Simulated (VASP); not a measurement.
Output of a VASP run:

File OUTCAR:
```
 ion  position               nearest neighbor table
   1  0.000  0.000  0.000-   2 2.51   2 2.51   2 2.51   2 2.51
   2  0.250  0.250  0.250-   1 2.51   1 2.51   1 2.51   1 2.51
  LATTYP: Found a face centered cubic cell.
 ALAT       =     5.7988257636
 Subroutine PRICEL returns:
 Original cell was already a primitive cell.
 Subroutine GETGRP returns: Found 24 space group operations
The static configuration has the point symmetry T_d .
The dynamic configuration has the point symmetry T_d .
 Subroutine INISYM returns: Found 24 space group operations
 Subroutine IBZKPT returns following result:
 Found     20 irreducible k-points:

 Following reciprocal coordinates:
            Coordinates               Weight
  0.000000  0.000000  0.000000      1.000000
  0.142857  0.000000  0.000000      8.000000
  0.285714  0.000000  0.000000      8.000000
  0.428571  0.000000  0.000000      8.000000
  0.142857  0.142857  0.000000      6.000000
  0.285714  0.142857  0.000000     24.000000
  0.428571  0.142857  0.000000     24.000000
 -0.428571  0.142857  0.000000     24.000000
 -0.285714  0.142857  0.000000     24.000000
 -0.142857  0.142857  0.000000     12.000000
  0.285714  0.285714  0.000000      6.000000
  0.428571  0.285714  0.000000     24.000000
 -0.428571  0.285714  0.000000     24.000000
 -0.285714  0.285714  0.000000     12.000000
  0.428571  0.428571  0.000000      6.000000
 -0.428571  0.428571  0.000000     12.000000
  0.428571  0.285714  0.142857     24.000000
 -0.428571  0.285714  0.142857     48.000000
 -0.428571  0.428571  0.142857     24.000000
 -0.285714  0.428571  0.142857     24.000000
   k-points           NKPTS =     20   k-points in BZ     NKDIM =     20   number of bands    NBANDS=     12
   number of dos      NEDOS =    301   number of ions     NIONS =      2
   total plane-waves  NPLWV =  21952
   dimension x,y,z NGX =    28 NGY =   28 NGZ =   28
   dimension x,y,z NGXF=    56 NGYF=   56 NGZF=   56
   ions per type =               1   1
   PREC   = accura    normal or accurate (medium, high low for compatibility)
   ISTART =      0    job   : 0-new  1-cont  2-samecut
   ICHARG =      2    charge: 1-file 2-atom 10-const
   ISPIN  =      1    spin polarized calculation?
   LNONCOLLINEAR =      F non collinear calculations
   LSORBIT =      F    spin-orbit coupling
   INIWAV =      1    electr: 0-lowe 1-rand  2-diag
   ENCUT  =  400.0 eV  29.40 Ry    5.42 a.u.   6.69  6.69  6.69*2*pi/ulx,y,z
   NELM   =    100;   NELMIN=  2; NELMDL= -5     # of ELM steps
   EDIFF  = 0.1E-05   stopping-criterion for ELM
   LREAL  =      F    real-space projection
   NLSPLINE    = F    spline interpolate recip. space projectors
   LMAXMIX     =    4 max onsite mixed and CHGCAR
   VOSKOWN=      0    Vosko Wilk Nusair interpolation
   EDIFFG = -.1E-01   stopping-criterion for IOM
   NSW    =     60    number of steps for IOM
   NBLOCK =      1;   KBLOCK =     60    inner block; outer block
   IBRION =      2    ionic relax: 0-MD 1-quasi-New 2-CG
   NFREE  =      1    steps in history (QN), initial steepest desc. (CG)
   ISIF   =      3    stress and relaxation
   ISYM   =      2    0-nonsym 1-usesym 2-fastsym
   TEIN   =    0.0    initial temperature
   TEBEG  =    0.0;   TEEND  =   0.0 temperature during run
   SMASS  =  -3.00    Nose mass-parameter (am)
   PSTRESS=    0.0 pullay stress
   NELECT =      16.0000    total number of electrons
   EFERMI =   0.00;   METHOD = LEGACY
   ISMEAR =     0;   SIGMA  =   0.05  broadening in eV -4-tet -1-fermi 0-gaus
   IALGO  =     38    algorithm
   LDIAG  =      T    sub-space diagonalisation (order eigenvalues)
   IMIX   =      4    mixing-type and parameters
     AMIX     =   0.40;   BMIX     =  1.00
     AMIX_MAG =   1.60;   BMIX_MAG =  1.00
     AMIN     =   0.10
   METAGGA = R2SCAN    functional components
   VOSKOWN =     0    Vosko Wilk Nusair interpolation
   LHFCALC =     F    Hartree Fock is set to
   LHFONE  =     F    Hartree Fock one center treatment
...
```

File OSZICAR:
```
...
DAV:  11    -0.205867179087E+02    0.37416E-01   -0.80922E-02   524   0.269E+00    0.192E-01
DAV:  12    -0.205878192395E+02   -0.11013E-02   -0.75222E-03   600   0.101E+00    0.107E-01
DAV:  13    -0.205849835532E+02    0.28357E-02   -0.12374E-03   548   0.409E-01    0.942E-02
DAV:  14    -0.205886180375E+02   -0.36345E-02   -0.20994E-03   496   0.469E-01    0.607E-02
DAV:  15    -0.205889155808E+02   -0.29754E-03   -0.47624E-04   608   0.222E-01    0.181E-02
DAV:  16    -0.205889385237E+02   -0.22943E-04   -0.18345E-05   612   0.392E-02    0.142E-02
DAV:  17    -0.205889428338E+02   -0.43102E-05   -0.82356E-06   524   0.356E-02    0.163E-02
DAV:  18    -0.205889440476E+02   -0.12138E-05   -0.19138E-05   524   0.529E-02    0.155E-02
DAV:  19    -0.205889543248E+02   -0.10277E-04   -0.88784E-06   504   0.316E-02    0.678E-03
DAV:  20    -0.205889561521E+02   -0.18273E-05   -0.46298E-07   288   0.657E-03    0.539E-03
DAV:  21    -0.205889536077E+02    0.25444E-05   -0.25296E-06   472   0.122E-02    0.194E-03
DAV:  22    -0.205889573683E+02   -0.37606E-05   -0.36203E-07   276   0.838E-03    0.616E-04
DAV:  23    -0.205889588106E+02   -0.14422E-05   -0.35170E-07   272   0.695E-03    0.518E-04
DAV:  24    -0.205889588992E+02   -0.88600E-07   -0.71436E-08   276   0.270E-03
   1 F= -.20588959E+02 E0= -.20588959E+02  d E =-.205890E+02
       N       E                     dE             d eps       ncg     rms          rms(c)
DAV:   1    -0.205969285127E+02   -0.79697E-02   -0.13354E-01   548   0.548E+00    0.765E-01
DAV:   2    -0.205922359512E+02    0.46926E-02   -0.72539E-02   668   0.325E+00    0.358E-01
DAV:   3    -0.205889809236E+02    0.32550E-02   -0.13834E-02   588   0.116E+00    0.947E-02
DAV:   4    -0.205889497631E+02    0.31161E-04   -0.12280E-03   500   0.325E-01    0.362E-02
DAV:   5    -0.205889881050E+02   -0.38342E-04   -0.12579E-04   568   0.118E-01    0.242E-02
DAV:   6    -0.205890609871E+02   -0.72882E-04   -0.12355E-04   584   0.887E-02    0.181E-02
DAV:   7    -0.205890752319E+02   -0.14245E-04   -0.36526E-05   684   0.516E-02    0.632E-03
DAV:   8    -0.205890785199E+02   -0.32880E-05   -0.18241E-05   504   0.421E-02    0.325E-03
DAV:   9    -0.205890799595E+02   -0.14396E-05   -0.81471E-06   512   0.321E-02    0.273E-03
DAV:  10    -0.205890819466E+02   -0.19872E-05   -0.53868E-07   288   0.833E-03    0.426E-04
DAV:  11    -0.205890810826E+02    0.86405E-06   -0.14947E-07   256   0.420E-03
   2 F= -.20589081E+02 E0= -.20589081E+02  d E =-.122183E-03
       N       E                     dE             d eps       ncg     rms          rms(c)
DAV:   1    -0.205898266994E+02   -0.74475E-03   -0.12028E-02   548   0.165E+00    0.232E-01
DAV:   2    -0.205894072131E+02    0.41949E-03   -0.68799E-03   672   0.994E-01    0.111E-01
DAV:   3    -0.205891114155E+02    0.29580E-03   -0.12900E-03   588   0.357E-01    0.272E-02
DAV:   4    -0.205891051851E+02    0.62304E-05   -0.10541E-04   508   0.914E-02    0.989E-03
DAV:   5    -0.205891110236E+02   -0.58385E-05   -0.12884E-05   560   0.386E-02    0.759E-03
DAV:   6    -0.205891096271E+02    0.13965E-05   -0.99543E-06   580   0.249E-02    0.612E-03
DAV:   7    -0.205891108736E+02   -0.12465E-05   -0.31434E-06   608   0.153E-02    0.155E-03
DAV:   8    -0.205891077039E+02    0.31697E-05   -0.18936E-06   432   0.135E-02    0.147E-03
DAV:   9    -0.205891106781E+02   -0.29742E-05   -0.72523E-07   256   0.958E-03    0.747E-04
DAV:  10    -0.205891101478E+02    0.53035E-06   -0.79056E-08   252   0.358E-03
   3 F= -.20589110E+02 E0= -.20589110E+02  d E =-.151249E-03
```

### OUTCAR
```
------------------------ aborting loop because EDIFF is reached ----------------------------------------
  FORCE on cell =-STRESS in cart. coord.  units (eV):
  Direction    XX          YY          ZZ          XY          YZ          ZX
  --------------------------------------------------------------------------------------
  Total        0.0018457      0.0018457      0.0018457      0.0000000     -0.0000000     -0.0000000
  in kB        0.0608959      0.0608959      0.0608959      0.0000000     -0.0000000     -0.0000000
  external PRESSURE =       0.0608959 kB  Pullay stress =       0.0000000 kB
  volume of cell :       48.56
      direct lattice vectors                 reciprocal lattice vectors
     0.000000000  2.895662675  2.895662675    -0.172672047  0.172672047  0.172672047
     2.895662675  0.000000000  2.895662675     0.172672047 -0.172672047  0.172672047
     2.895662675  2.895662675 -0.000000000     0.172672047  0.172672047 -0.172672047
 POSITION                                       TOTAL-FORCE (eV/Angst)
 -----------------------------------------------------------------------------------
      0.00000      0.00000      0.00000        -0.000000     -0.000000     -0.000000
      1.44783      1.44783      1.44783         0.000000      0.000000      0.000000
 -----------------------------------------------------------------------------------
    total drift:                                0.000003      0.000003      0.000003
  FREE ENERGIE OF THE ION-ELECTRON SYSTEM (eV)
  ---------------------------------------------------
  free  energy   TOTEN  =       -20.5891101478 eV

  energy  without entropy=      -20.5891101478  energy(sigma->0) =      -20.58911015

 reached required accuracy - stopping structural energy minimisation
```
(Selected blocks of OUTCAR.)

### POSCAR
```
TiSi
1
    0.0000000000     2.8994128818     2.8994128818
    2.8994128818    -0.0000000000     2.8994128818
    2.8994128818     2.8994128818     0.0000000000
Ti Si
1 1
Direct
  0.0000000000   0.0000000000   0.0000000000
  0.2500000000   0.2500000000   0.2500000000
```

Task: Write an INCAR and KPOINTS that could have produced this output.

Result: Several could match; the one computed here: the input of the run itself, r2SCAN meta-GGA, plane waves, VASP's PBE PAW potentials (set 64).

### INCAR
```
# general
SYSTEM  = TiSi
PREC    = Accurate
ENCUT   = 400
LREAL   = F
LASPH   = T

# electronic loop
EDIFF   = 1E-6
NELM    = 100
ALGO    = Normal
LMAXMIX = 4
LMIXTAU = T

# smearing
ISMEAR  = 0
SIGMA   = 0.05

# functional
METAGGA = R2SCAN

# ions
IBRION  = 2
NSW     = 60
ISIF    = 3
EDIFFG  = -0.01

# output
LWAVE   = F
LCHARG  = F
```

**KPOINTS**
```
kpoints
0
gamma
7 7 7
0 0 0
```

POTCAR, in this order: Ti_sv Si (PBE.64 set). Program: vasp_std.

The structure was generated: TiSi was put into the zinc blende type (F-43m), which need not be its known phase. This run relaxes it. Symmetry was kept, so distortions that lower it aren't found. The start is the result of an earlier pass.
